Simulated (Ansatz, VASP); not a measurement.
# Cross-check of Zr4Si3O14 (amorphous 57ZrO2-43SiO2 (mol %)) between VASP and Ansatz, part 2 of 3

One calculation is typed for both programs; each brings its own data sets. How far apart do they land? Of the first pair: The structure shown is the start of the Ansatz relaxation below; VASP solves that cell, so the two are compared at the walk's first step.

VASP 6.6.1 and Ansatz 0.2.0.

So far: The starting structure; Ansatz: relaxation, PBE.

## 3. VASP: single point, PBE, start cell, pair 1

Level of this step: PBE; plane waves and PAW (Zr_sv, Si, O) (VASP).

The same cell, functional, mesh and smearing now go to VASP, with its own data sets.

Lines of VASP's logs that name or quote its potential files are left out, and so is its time.

INCAR reads:

```
SYSTEM = Zr4Si3O14
PREC = Accurate
ENCUT = 520
EDIFF = 1E-06
NELM = 120
ISMEAR = -1
SIGMA = 0.025
LREAL = Auto
ALGO = Normal
GGA = PE
NBANDS = 352
LASPH = .TRUE.
LORBIT = 11
LWAVE = .FALSE.
LCHARG = .FALSE.
ISIF = 2
GGA_COMPAT = .FALSE.
EFERMI = MIDGAP
NCORE = 2
```

POSCAR reads:

```
Zr4Si3O14
1.0
   10.5486000000      0.0000000000      0.0000000000
    0.0000000000     10.5486000000      0.0000000000
    0.0000000000      0.0000000000     10.5486000000
Zr Si O
16 12 56
Direct
    0.0271410424      0.7911476404      0.5037161329
    0.6514892972      0.7236694917      0.5125609086
    0.2910433612      0.7745482813      0.7695239179
    0.6166600307      0.3378742203      0.5232827105
    0.8779838083      0.1822516732      0.3024003185
    0.6613484254      0.5370570502      0.0192537398
    0.8090931498      0.5889407125      0.7105492672
    0.1489012760      0.7103407087      0.2244373661
    0.0957567829      0.9687636274      0.0579697780
    0.3575924767      0.0390193959      0.9116565231
    0.1361697287      0.2818952278      0.8759266633
    0.6389094287      0.2948542935      0.8720778113
    0.1946798627      0.0756877690      0.3350776406
    0.3335229320      0.5719716360      0.4555486036
    0.1250497696      0.0453235500      0.6455453804
    0.3609009726      0.2664808600      0.6391653869
    0.4947955179      0.7079138464      0.2411410045
    0.8409362380      0.0248753389      0.8324896195
    0.9648768557      0.4520599890      0.1095974821
    0.6018997782      0.2680355687      0.2006332594
    0.4813055761      0.9963502266      0.2135544053
    0.4573308306      0.0030240980      0.5090912538
    0.9018258347      0.7232808145      0.0131391843
    0.9333371253      0.3065904480      0.6056822706
    0.3152740648      0.3621902433      0.1979693988
    0.3512598828      0.4774282843      0.9148038602
    0.6122518628      0.8157859811      0.8336840908
    0.8246781563      0.8454771249      0.2634662420
    0.7837058946      0.2782075346      0.6086494890
    0.9084902262      0.3432303813      0.1944618243
    0.7829095804      0.1633202510      0.8589291470
    0.2306277610      0.1723072256      0.5162486017
    0.4977153366      0.1506455833      0.5366683731
    0.3459416415      0.6992302296      0.2070985723
    0.2866257134      0.3845344406      0.7973380354
    0.1864038830      0.9070208369      0.2235462526
    0.9423430597      0.4564491970      0.6413078513
    0.8838803254      0.6954572171      0.8673378458
    0.4950325162      0.1703069602      0.9082153082
    0.9377358133      0.9924539749      0.9467512277
    0.4631609882      0.8744762338      0.8308590713
    0.4223593652      0.4030582257      0.5083518192
    0.3924501830      0.0059723565      0.0978897674
    0.9342756385      0.0151110100      0.7083214834
    0.8234742051      0.8101454221      0.1133894545
    0.0407068237      0.2420889976      0.7061790190
    0.1302258120      0.8353241188      0.6668752251
    0.6656712739      0.3330584153      0.0744174582
    0.7355194054      0.7588021159      0.3424245871
    0.4685076693      0.3330963351      0.2104734278
    0.2909390820      0.4012096392      0.0417306562
    0.4992605654      0.4597008134      0.9305405457
    0.4000815274      0.0148171321      0.3559240089
    0.0190546613      0.3939100923      0.9793621902
    0.8578199951      0.7242762073      0.5726731509
    0.5326299225      0.8554879320      0.2210245909
    0.0440627192      0.7676942912      0.0566615475
    0.5692888156      0.9056462469      0.5159547238
    0.3440740951      0.9593784957      0.6003924691
    0.4920463379      0.6734258575      0.3977020647
    0.5783990293      0.1156741179      0.2007659784
    0.2857440798      0.4695409817      0.2967881994
    0.0625770244      0.5418633752      0.1769997914
    0.8137288361      0.9935631269      0.2994994596
    0.6857213279      0.2810041143      0.3364806704
    0.2532942760      0.2337182185      0.2392639782
    0.2182090514      0.9013992378      0.9043380164
    0.2638359593      0.1389283886      0.7619873727
    0.6443698690      0.7243804865      0.7113076617
    0.1713213128      0.6820146749      0.4229660808
    0.5400906281      0.3208198244      0.7056765827
    0.6822421933      0.5267713251      0.5535995298
    0.9642606602      0.2506304154      0.4650759342
    0.3062207307      0.6166789906      0.8909902736
    0.0817928445      0.9771628463      0.4662135260
    0.3485391426      0.6548262329      0.6294105379
    0.9693798229      0.7888060975      0.3113019737
    0.6238458184      0.7167396621      0.9458411543
    0.1828963085      0.1307472082      0.9850785886
    0.0308761352      0.0924956866      0.2125590126
    0.5714312800      0.5986386819      0.1773410690
    0.7166259030      0.9277724058      0.8319492634
    0.7369982747      0.4664505242      0.8479134672
    0.8539521832      0.5693741350      0.0688053391
```

KPOINTS reads:

```
Automatic mesh
0
Gamma
1 1 1
0 0 0
```

PAW data sets: Zr_sv, Si and O (PBE family, release 64).

Started as:

```bash
$ mpirun -np 8 vasp_gam
```

Numbers of over 12 decimals in the logs are rounded to 6 here.

Output:

```text
[banner, memory and clock lines left out]
running    8 mpi-ranks, on    1 nodes
[...]
LDA part: xc-table for (Slater+PW92), standard interpolation
 POSCAR, INCAR and KPOINTS ok, starting setup
[...]
entering main loop
       N       E                     dE             d eps       ncg     rms          rms(c)
DAV:   1     0.704160704720E+04    0.70416E+04   -0.35433E+05   704   0.168E+03
DAV:   2    -0.163011078467E+03   -0.72046E+04   -0.68997E+04   848   0.472E+02
DAV:   3    -0.831133568618E+03   -0.66812E+03   -0.66408E+03   848   0.147E+02
DAV:   4    -0.870077910106E+03   -0.38944E+02   -0.38878E+02  1176   0.297E+01
[...]
DAV:  17    -0.728099155300E+03   -0.58307E-05   -0.29831E-05   784   0.115E-02    0.126E-02
DAV:  18    -0.728099155801E+03   -0.50133E-06   -0.10084E-05   688   0.863E-03    0.479E-03
DAV:  19    -0.728099156598E+03   -0.79700E-06   -0.49410E-06   704   0.455E-03
   1 F= -.72809916E+03 E0= -.72809916E+03  d E =0.000000E+00
```

Parts of OUTCAR (step 3):

```text
  Total        0.8385397    -13.9674764     -7.6891094      3.1402589     -6.1418387      0.0129590
  in kB        1.1445894    -19.0653182    -10.4954763      4.2863888     -8.3834836      0.0176887
  external PRESSURE =      -9.4720683 kB  Pullay stress =       0.0000000 kB

 POSITION                                       TOTAL-FORCE (eV/Angst)
 -----------------------------------------------------------------------------------
      0.28630      8.34550      5.31350         0.091630     -0.146485      0.077564
      6.87230      7.63370      5.40680        -0.063534      1.560615     -1.219804
      3.07010      8.17040      8.11740         0.847961     -1.064346     -0.971286
      6.50490      3.56410      5.51990         1.578766      0.397951      1.084184
      9.26150      1.92250      3.18990         1.463275      0.151355      0.218532
      6.97630      5.66520      0.20310        -1.462920      2.593550      0.455195
      8.53480      6.21250      7.49530         1.215253     -1.054735      0.805160
      1.57070      7.49310      2.36750         0.606359     -1.019956     -0.229065
[...]
5.21940      7.46750      2.54370        -1.491092      0.880748      0.571379
      8.87070      0.26240      8.78160        -0.110832     -0.539864     -0.433977
     10.17810      4.76860      1.15610        -0.395377      1.038426     -0.681351
      6.34920      2.82740      2.11640        -0.363178     -0.461609      0.489206
      5.07710     10.51010      2.25270         0.278440      0.904508      1.979552
[...]
-----------------------------------------------------------------------------------
    total drift:                                0.032117     -0.028227     -0.011247

  FREE ENERGIE OF THE ION-ELECTRON SYSTEM (eV)
  ---------------------------------------------------
  free  energy   TOTEN  =      -728.0991565985 eV

  energy  without entropy=     -728.0991565985  energy(sigma->0) =     -728.09915660

[... 3 further parts left out ...]
[key lines of the parts left out:]
E-fermi :   4.4364
```

The run ends at a pressure of -0.95 GPa, with forces up to 3.3 eV/Å.

## 4. Differences

Known differences besides the potentials themselves: the cutoff is 420 eV in Ansatz and 520 eV in VASP (PREC = Accurate, projectors in real space). Total energies have different zeros and are not compared.

Forces on 10 of the 84 atoms, those with the largest forces and the largest differences (eV/Å; atoms numbered as in POSCAR):

| atom | Ansatz x, y, z | VASP x, y, z |
| --- | --- | --- |
| Zr6 | -1.450, 2.586, 0.439 | -1.463, 2.594, 0.455 |
| Zr12 | 0.015, -3.191, -0.976 | 0.046, -3.191, -0.972 |
| O38 | -0.130, -0.048, -1.670 | -0.146, -0.064, -1.744 |
| O43 | -2.098, 0.264, -2.358 | -2.145, 0.274, -2.410 |
| O49 | -2.078, -1.519, 1.889 | -2.118, -1.554, 1.923 |
| O58 | 1.887, -1.781, -0.106 | 1.937, -1.829, -0.112 |
| O59 | -1.452, -0.468, 0.839 | -1.519, -0.491, 0.890 |
| O66 | -1.443, -2.287, 0.561 | -1.474, -2.341, 0.572 |
| O74 | -0.898, 2.230, -0.536 | -0.921, 2.296, -0.555 |
| O78 | 0.267, -1.673, 1.705 | 0.277, -1.725, 1.762 |

The forces differ by 23 meV/Å r.m.s., which is 2.4 % of the r.m.s. force of 0.932 eV/Å (both taken over all components).

## 5. Ansatz: relaxation, PBE

This run makes the geometry at which the two programs are then compared. The cell compared in this pair holds 1138.23 Å³, against 1173.77 Å³ for the pair before.

The structure compared here is the end of the Ansatz relaxation.

input.yaml reads:

```yaml
crystal:
  lattice:
    - [10.5486, 0.0, 0.0]
    - [0.0, 10.5486, 0.0]
    - [0.0, 0.0, 10.5486]
  atoms:
    - { symbol: Zr, position: [0.02714, 0.79115, 0.50372] }
    - { symbol: Zr, position: [0.65149, 0.72367, 0.51256] }
    - { symbol: Zr, position: [0.29104, 0.77455, 0.76952] }
    - { symbol: Zr, position: [0.61666, 0.33787, 0.52328] }
    - { symbol: Zr, position: [0.87798, 0.18225, 0.3024] }
    - { symbol: Zr, position: [0.66135, 0.53706, 0.01925] }
    - { symbol: Zr, position: [0.80909, 0.58894, 0.71055] }
    - { symbol: Zr, position: [0.1489, 0.71034, 0.22444] }
    - { symbol: Zr, position: [0.09576, 0.96876, 0.05797] }
    - { symbol: Zr, position: [0.35759, 0.03902, 0.91166] }
    - { symbol: Zr, position: [0.13617, 0.2819, 0.87593] }
    - { symbol: Zr, position: [0.63891, 0.29485, 0.87208] }
    - { symbol: Zr, position: [0.19468, 0.07569, 0.33508] }
    - { symbol: Zr, position: [0.33352, 0.57197, 0.45555] }
    - { symbol: Zr, position: [0.12505, 0.04532, 0.64555] }
    - { symbol: Zr, position: [0.3609, 0.26648, 0.63917] }
    - { symbol: Si, position: [0.4948, 0.70791, 0.24114] }
    - { symbol: Si, position: [0.84094, 0.02488, 0.83249] }
    - { symbol: Si, position: [0.96488, 0.45206, 0.1096] }
    - { symbol: Si, position: [0.6019, 0.26804, 0.20063] }
    - { symbol: Si, position: [0.48131, 0.99635, 0.21355] }
    - { symbol: Si, position: [0.45733, 0.00302, 0.50909] }
    - { symbol: Si, position: [0.90183, 0.72328, 0.01314] }
    - { symbol: Si, position: [0.93334, 0.30659, 0.60568] }
    - { symbol: Si, position: [0.31527, 0.36219, 0.19797] }
    - { symbol: Si, position: [0.35126, 0.47743, 0.9148] }
    - { symbol: Si, position: [0.61225, 0.81579, 0.83368] }
    - { symbol: Si, position: [0.82468, 0.84548, 0.26347] }
    - { symbol: O, position: [0.78371, 0.27821, 0.60865] }
    - { symbol: O, position: [0.90849, 0.34323, 0.19446] }
    - { symbol: O, position: [0.78291, 0.16332, 0.85893] }
    - { symbol: O, position: [0.23063, 0.17231, 0.51625] }
    - { symbol: O, position: [0.49772, 0.15065, 0.53667] }
    - { symbol: O, position: [0.34594, 0.69923, 0.2071] }
    - { symbol: O, position: [0.28663, 0.38453, 0.79734] }
    - { symbol: O, position: [0.1864, 0.90702, 0.22355] }
    - { symbol: O, position: [0.94234, 0.45645, 0.64131] }
    - { symbol: O, position: [0.88388, 0.69546, 0.86734] }
    - { symbol: O, position: [0.49503, 0.17031, 0.90822] }
    - { symbol: O, position: [0.93774, 0.99245, 0.94675] }
    - { symbol: O, position: [0.46316, 0.87448, 0.83086] }
    - { symbol: O, position: [0.42236, 0.40306, 0.50835] }
    - { symbol: O, position: [0.39245, 0.00597, 0.09789] }
    - { symbol: O, position: [0.93428, 0.01511, 0.70832] }
    - { symbol: O, position: [0.82347, 0.81015, 0.11339] }
    - { symbol: O, position: [0.04071, 0.24209, 0.70618] }
    - { symbol: O, position: [0.13023, 0.83532, 0.66688] }
    - { symbol: O, position: [0.66567, 0.33306, 0.07442] }
    - { symbol: O, position: [0.73552, 0.7588, 0.34242] }
    - { symbol: O, position: [0.46851, 0.3331, 0.21047] }
    - { symbol: O, position: [0.29094, 0.40121, 0.04173] }
    - { symbol: O, position: [0.49926, 0.4597, 0.93054] }
    - { symbol: O, position: [0.40008, 0.01482, 0.35592] }
    - { symbol: O, position: [0.01905, 0.39391, 0.97936] }
    - { symbol: O, position: [0.85782, 0.72428, 0.57267] }
    - { symbol: O, position: [0.53263, 0.85549, 0.22102] }
    - { symbol: O, position: [0.04406, 0.76769, 0.05666] }
    - { symbol: O, position: [0.56929, 0.90565, 0.51595] }
    - { symbol: O, position: [0.34407, 0.95938, 0.60039] }
    - { symbol: O, position: [0.49205, 0.67343, 0.3977] }
    - { symbol: O, position: [0.5784, 0.11567, 0.20077] }
    - { symbol: O, position: [0.28574, 0.46954, 0.29679] }
    - { symbol: O, position: [0.06258, 0.54186, 0.177] }
    - { symbol: O, position: [0.81373, 0.99356, 0.2995] }
    - { symbol: O, position: [0.68572, 0.281, 0.33648] }
    - { symbol: O, position: [0.25329, 0.23372, 0.23926] }
    - { symbol: O, position: [0.21821, 0.9014, 0.90434] }
    - { symbol: O, position: [0.26384, 0.13893, 0.76199] }
    - { symbol: O, position: [0.64437, 0.72438, 0.71131] }
    - { symbol: O, position: [0.17132, 0.68201, 0.42297] }
    - { symbol: O, position: [0.54009, 0.32082, 0.70568] }
    - { symbol: O, position: [0.68224, 0.52677, 0.5536] }
    - { symbol: O, position: [0.96426, 0.25063, 0.46508] }
    - { symbol: O, position: [0.30622, 0.61668, 0.89099] }
    - { symbol: O, position: [0.08179, 0.97716, 0.46621] }
    - { symbol: O, position: [0.34854, 0.65483, 0.62941] }
    - { symbol: O, position: [0.96938, 0.78881, 0.3113] }
    - { symbol: O, position: [0.62385, 0.71674, 0.94584] }
    - { symbol: O, position: [0.1829, 0.13075, 0.98508] }
    - { symbol: O, position: [0.03088, 0.0925, 0.21256] }
    - { symbol: O, position: [0.57143, 0.59864, 0.17734] }
    - { symbol: O, position: [0.71663, 0.92777, 0.83195] }
    - { symbol: O, position: [0.737, 0.46645, 0.84791] }
    - { symbol: O, position: [0.85395, 0.56937, 0.06881] }
kpoints:
  mp_grid: { grid: [1, 1, 1] }
hamiltonian:
  xc: pbe
scf:
  occupations: { method: fermi_dirac, width: 0.025 }
output:
  forces: true
relax:
  f_tol: 0.04
  max_steps: 250
  cell: {}
```

Started as:

```bash
$ ansatz run input.yaml --threads 4 --pin off --max-ram 8192MiB --backend cpu --events-out ev --progress --plain --runs-dir out
```

Output:

```text
[...]
Crystal: 84 atoms, lattice volume = 1173.774 Å³
Basis set: ecut = 420 eV, 22983 PW (Γ), exchange–correlation on 144×144×144 points (8 copies of the dense FFT grid, shifted against one another)
Bands: 372, of which v1, the nominal top of the filled ones, is band 288 counted from 1 (287 counted from 0)
Symmetry: 1 space group operations
[...]
k-points: 1
[...]
- { symbol: O, position: [0.786737, 0.158253, 0.803677] }
    - { symbol: O, position: [0.241507, 0.174804, 0.523781] }
    - { symbol: O, position: [0.488877, 0.132151, 0.558166] }
    - { symbol: O, position: [0.333501, 0.690306, 0.247608] }
    - { symbol: O, position: [0.284130, 0.399919, 0.801860] }
    - { symbol: O, position: [0.173000, 0.922293, 0.216047] }
[...]
- { symbol: O, position: [0.563389, 0.588042, 0.179897] }
    - { symbol: O, position: [0.721970, 0.925321, 0.831225] }
    - { symbol: O, position: [0.738192, 0.457623, 0.844731] }
    - { symbol: O, position: [0.853317, 0.583351, 0.078239] }
[key lines of the parts left out:]
P = ⅓ Tr σ = -0.0047 GPa (-0.047 kbar)
```

(Continued in part 3 of 3.)

[Lines on the potential files, build, host, timing and source positions are cut from VASP's logs without a mark.]

[Logs are printed without paths, hosts, clocks, repeated set-up lines and the standing remarks that a program may print on its own settings, such as how far it seeks lower states.]

[Hosts, paths, dates, database ids (printed as entryN), source tags and the programs' standing remarks are cut or masked in the printed files.]
